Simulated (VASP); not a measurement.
```yaml
crystal:
  lattice:
    - [0.00000, 2.73649, 2.73649]
    - [2.73649, 0.00000, 2.73649]
    - [2.73649, 2.73649, 0.00000]
  atoms:
    - { symbol: Al, position: [0.00000, 0.00000, 0.00000] }
    - { symbol: P, position: [0.75000, 0.75000, 0.75000] }
```

Level of theory: G0W0 on PBE orbitals, VASP's PBE PAW potentials (set 64) (plane waves; VASP 6.6.1). Numerical set-up: PREC = Normal, 350 eV cut-off, 4×4×4 Γ-centred mesh, Gaussian smearing of 0.010 eV, potentials Al_GW P_GW.

The mesh is coarse and the basis finite, so the quasiparticle values are not converged.

NBANDS = 88, ENCUTGW = 170 eV, NOMEGA = 64. The PBE levels (eV) that the step starts from are:

```tsv
state	KS energy	filling
k1 (0.00, 0.00, 0.00), band 1	-7.63	2
k1 (0.00, 0.00, 0.00), band 2	3.84	2
k1 (0.00, 0.00, 0.00), band 3	3.84	2
k1 (0.00, 0.00, 0.00), band 4	3.84	2
k1 (0.00, 0.00, 0.00), band 5	7.08	0
k1 (0.00, 0.00, 0.00), band 6	8.37	0
k1 (0.00, 0.00, 0.00), band 7	8.37	0
k1 (0.00, 0.00, 0.00), band 8	8.37	0
k3 (0.50, 0.00, 0.00), band 1	-5.96	2
k3 (0.50, 0.00, 0.00), band 2	-1.67	2
k3 (0.50, 0.00, 0.00), band 3	3.08	2
k3 (0.50, 0.00, 0.00), band 4	3.08	2
k3 (0.50, 0.00, 0.00), band 5	6.61	0
k3 (0.50, 0.00, 0.00), band 6	8.63	0
k3 (0.50, 0.00, 0.00), band 7	8.63	0
k3 (0.50, 0.00, 0.00), band 8	12.09	0
k6 (-0.25, 0.25, 0.00), band 1	-6.08	2
k6 (-0.25, 0.25, 0.00), band 2	-0.50	2
k6 (-0.25, 0.25, 0.00), band 3	1.03	2
k6 (-0.25, 0.25, 0.00), band 4	3.00	2
k6 (-0.25, 0.25, 0.00), band 5	7.59	0
k6 (-0.25, 0.25, 0.00), band 6	9.91	0
k6 (-0.25, 0.25, 0.00), band 7	10.01	0
k6 (-0.25, 0.25, 0.00), band 8	10.40	0
```

Q: Give the quasiparticle energies and renormalisation factors Z.

A: 
| state | QP energy (eV) | Z |
|---|---|---|
| k1 (0.00, 0.00, 0.00), band 1 | -8.18 | 0.67 |
| k1 (0.00, 0.00, 0.00), band 2 | 3.27 | 0.76 |
| k1 (0.00, 0.00, 0.00), band 3 | 3.27 | 0.76 |
| k1 (0.00, 0.00, 0.00), band 4 | 3.27 | 0.76 |
| k1 (0.00, 0.00, 0.00), band 5 | 7.41 | 0.77 |
| k1 (0.00, 0.00, 0.00), band 6 | 8.75 | 0.76 |
| k1 (0.00, 0.00, 0.00), band 7 | 8.75 | 0.76 |
| k1 (0.00, 0.00, 0.00), band 8 | 8.75 | 0.76 |
| k3 (0.50, 0.00, 0.00), band 1 | -6.43 | 0.71 |
| k3 (0.50, 0.00, 0.00), band 2 | -2.36 | 0.70 |
| k3 (0.50, 0.00, 0.00), band 3 | 2.46 | 0.75 |
| k3 (0.50, 0.00, 0.00), band 4 | 2.46 | 0.75 |
| k3 (0.50, 0.00, 0.00), band 5 | 6.93 | 0.77 |
| k3 (0.50, 0.00, 0.00), band 6 | 8.97 | 0.76 |
| k3 (0.50, 0.00, 0.00), band 7 | 8.97 | 0.76 |
| k3 (0.50, 0.00, 0.00), band 8 | 12.06 | 0.74 |
| k6 (-0.25, 0.25, 0.00), band 1 | -6.54 | 0.69 |
| k6 (-0.25, 0.25, 0.00), band 2 | -1.16 | 0.71 |
| k6 (-0.25, 0.25, 0.00), band 3 | 0.35 | 0.73 |
| k6 (-0.25, 0.25, 0.00), band 4 | 2.39 | 0.75 |
| k6 (-0.25, 0.25, 0.00), band 5 | 7.88 | 0.77 |
| k6 (-0.25, 0.25, 0.00), band 6 | 10.17 | 0.76 |
| k6 (-0.25, 0.25, 0.00), band 7 | 10.37 | 0.75 |
| k6 (-0.25, 0.25, 0.00), band 8 | 10.77 | 0.74 |
On the mesh the gap opens from 1.57 to 2.26 eV.

The structure comes from a computed database's AlP entry (F-43m); how it stands against other phases isn't given here. The cell was not relaxed at this level. The k-mesh is coarse (spacing up to 0.50 per Å, 2π included), so the numbers may not be converged in it.
